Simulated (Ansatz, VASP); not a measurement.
# Cross-check of SnO2 (amorphous SnO2) between VASP and Ansatz, part 2 of 2

One calculation is typed for both programs; each brings its own data sets. How far apart do they land? Of the first pair: The structure shown is the start of the Ansatz relaxation below; VASP solves that cell, so the two are compared at the walk's first step.

VASP 6.6.1 and Ansatz 0.2.0.

So far. Step 3 (VASP: single point, PBE, start cell, pair 1): The run ends at a pressure of 6.94 GPa, with forces up to 1.5 eV/Å.

### 6. VASP: single point, PBE, relaxed cell, pair 2

Level of this step: PBE; plane waves and PAW (Sn_d, O) (VASP).

The same cell, functional and mesh now go to VASP, with its own data sets.

Input file INCAR:

```
SYSTEM = SnO2
PREC = Accurate
ENCUT = 520
EDIFF = 1E-06
NELM = 120
ISMEAR = 0
SIGMA = 0.01
LREAL = Auto
ALGO = Normal
GGA = PE
NBANDS = 544
LORBIT = 11
LWAVE = .FALSE.
LCHARG = .FALSE.
ISIF = 2
LASPH = .TRUE.
GGA_COMPAT = .FALSE.
EFERMI = MIDGAP
NCORE = 2
```

Input file POSCAR:

```
SnO2
1.0
   11.3429000000      0.0000000000      0.0000000000
    0.0000000000     11.3429000000      0.0000000000
    0.0000000000      0.0000000000     11.3429000000
Sn O
36 72
Direct
    0.8443100000      0.4793400000      0.2290100000
    0.9668000000      0.1669900000      0.5188500000
    0.5897400000      0.0430100000      0.7499200000
    0.7573200000      0.6471800000      0.0181200000
    0.9626100000      0.8196700000      0.8696100000
    0.6403800000      0.7863100000      0.2425900000
    0.1708400000      0.5646400000      0.6607800000
    0.3966800000      0.6465300000      0.0142700000
    0.8375800000      0.6086900000      0.7119900000
    0.0106700000      0.6503200000      0.4419900000
    0.7349600000      0.3350800000      0.6143000000
    0.4467200000      0.4263800000      0.7971000000
    0.9226200000      0.8852000000      0.1359400000
    0.2149800000      0.2551500000      0.6754500000
    0.9669400000      0.3420900000      0.8108600000
    0.3366100000      0.3901600000      0.1931600000
    0.3846900000      0.9217700000      0.0580900000
    0.7986800000      0.1142500000      0.9829100000
    0.1387400000      0.0842700000      0.2597900000
    0.3835100000      0.1943000000      0.9413500000
    0.5403400000      0.1039800000      0.2126500000
    0.6845000000      0.6121300000      0.4657500000
    0.3517100000      0.0658300000      0.5055700000
    0.0737700000      0.6016500000      0.0151800000
    0.1398800000      0.4046400000      0.3792400000
    0.1073200000      0.0579200000      0.9118900000
    0.0931700000      0.3141700000      0.0946000000
    0.8798300000      0.8777200000      0.5535000000
    0.2111400000      0.8088600000      0.2638300000
    0.4255000000      0.7349400000      0.4895500000
[... 72 atom lines left out ...]
    0.4669900000      0.1027400000      0.3729000000
    0.0436900000      0.4252900000      0.9645700000
    0.5899000000      0.7710700000      0.4136100000
    0.4465400000      0.1216900000      0.7976200000
    0.8227300000      0.8135900000      0.9987800000
    0.8765800000      0.7982000000      0.7151100000
```

Input file KPOINTS:

```
Automatic mesh
0
Gamma
1 1 1
0 0 0
```

PAW data sets: Sn_d and O (PBE family, release 64).

Launch:

```console
mpirun -np 8 vasp_gam
```

Numbers of over 12 decimals in the logs are rounded to 6 here.

Log:

```text
[... set-up lines as in an earlier step ...]
 entering main loop
       N       E                     dE             d eps       ncg     rms          rms(c)
DAV:   1     0.271036233364E+05    0.27104E+05   -0.36333E+05  1088   0.304E+03
DAV:   2     0.632690607889E+04   -0.20777E+05   -0.20037E+05  1088   0.964E+02
DAV:   3     0.213158425713E+03   -0.61137E+04   -0.57367E+04  1152   0.385E+02
DAV:   4    -0.708372609053E+03   -0.92153E+03   -0.89570E+03  1256   0.160E+02
[...]
DAV:  16    -0.645413020976E+03   -0.66320E-05   -0.58780E-05  1464   0.303E-02    0.110E-02
DAV:  17    -0.645413024714E+03   -0.37377E-05   -0.44669E-05  1256   0.161E-02    0.588E-03
DAV:  18    -0.645413024599E+03    0.11500E-06   -0.68776E-06  1032   0.924E-03
   1 F= -.64541302E+03 E0= -.64541302E+03  d E =-.108843E-87
```

OUTCAR, selected parts (step 6):

```text
  Total        9.0674075     20.8173210     30.6311158     16.6579262      2.6244845     -2.2916880
  in kB        9.9545448     22.8540468     33.6280040     18.2877049      2.8812589     -2.5159023
  external PRESSURE =      22.1455319 kB  Pullay stress =       0.0000000 kB

 POSITION                                       TOTAL-FORCE (eV/Angst)
 -----------------------------------------------------------------------------------
      9.57692      5.43711      2.59764         0.010384      0.022990      0.020877
[...]
6.40760      4.58559      7.62606         0.056049     -0.001668     -0.018665
      1.90958      6.29327      5.43574         0.039695      0.004173     -0.013358
      1.30818      4.63312      8.22088        -0.004457      0.002624      0.005594
      1.11988      2.27641      9.18661        -0.012258      0.011389      0.000090
      1.88020      5.31766      2.07983        -0.030389      0.054268     -0.003709
      9.14079      9.47212      2.88087         0.020022      0.003381      0.036804
      3.44212      8.69717      1.26972        -0.010762     -0.014596      0.005021
      2.69995      0.76735      7.41553        -0.024276     -0.006326      0.031470
      5.06823      9.11776     10.58179         0.032668      0.024294     -0.056708
      4.89526      8.01194      7.47282        -0.042688     -0.012419      0.030021
      9.28155      4.97874      8.74719        -0.040239     -0.022358      0.009000
      0.69974     10.46541      2.71141         0.002426     -0.008720      0.011477
[...]
-----------------------------------------------------------------------------------
    total drift:                               -0.002379     -0.007576      0.040790

  FREE ENERGIE OF THE ION-ELECTRON SYSTEM (eV)
  ---------------------------------------------------
  free  energy   TOTEN  =      -645.4130245985 eV

  energy  without entropy=     -645.4130245985  energy(sigma->0) =     -645.41302460

[... 2 parts as in an earlier step ...]

[... 1 further part left out ...]
[key lines of the parts left out:]
E-fermi :   5.1660
```

The run ends at a pressure of 2.21 GPa, with forces up to 0.083 eV/Å.

### 7. Side by side

Compared:

```tsv
quantity	Ansatz	VASP	difference
gap on the k mesh (eV)	0.309	0.281	+0.028
```

Forces on 7 of the 108 atoms, those with the largest forces and the largest differences (eV/Å; atoms numbered as in POSCAR):

```tsv
atom	Ansatz x, y, z	VASP x, y, z
Sn32	-0.013, -0.019, 0.015	-0.026, -0.027, 0.066
O47	0.002, 0.005, -0.003	-0.036, -0.028, -0.049
O58	-0.005, 0.001, -0.001	-0.030, 0.054, -0.004
O62	-0.005, 0.011, 0.004	0.033, 0.024, -0.057
O87	0.005, 0.011, -0.013	0.045, 0.028, -0.036
O93	0.007, 0.003, 0.009	0.031, 0.031, 0.041
O99	0.005, 0.002, 0.005	-0.075, -0.021, -0.026
```

The forces differ by 20 meV/Å r.m.s., where the r.m.s. force is 0.007 eV/Å in Ansatz and 0.022 eV/Å in VASP: the atoms lie near their places of rest in Ansatz, so a percentage would say little (all taken over all components). A gap on the mesh is an upper bound, since the band edges may lie between its points.

### 8. Results

| Quantity | Value |
| --- | --- |
| r.m.s. force difference (single point, PBE, start cell, pair 1) | 4.1 % of the r.m.s. force |
| r.m.s. force difference (single point, PBE, relaxed cell, pair 2) | 20 meV/Å |

What this shows: The r.m.s. force difference is 20 meV/Å (single point, PBE, relaxed cell, pair 2), beyond the 12 meV/Å picked in this series as the mark of a large difference. What causes the difference of the single point, PBE, start cell, pair 1 pair stays open here. What causes the difference of the single point, PBE, relaxed cell, pair 2 pair stays open here. How closely two codes agree says nothing of how well the functional describes the real material.

[Lines on the potential files, build, host, timing and source positions are cut from VASP's logs without a mark.]

[Logs are printed without paths, hosts, clocks, repeated set-up lines and the standing remarks that a program may print on its own settings, such as how far it seeks lower states.]

[Hosts, paths, dates, database ids (printed as entryN), source tags and the programs' standing remarks are cut or masked in the printed files.]
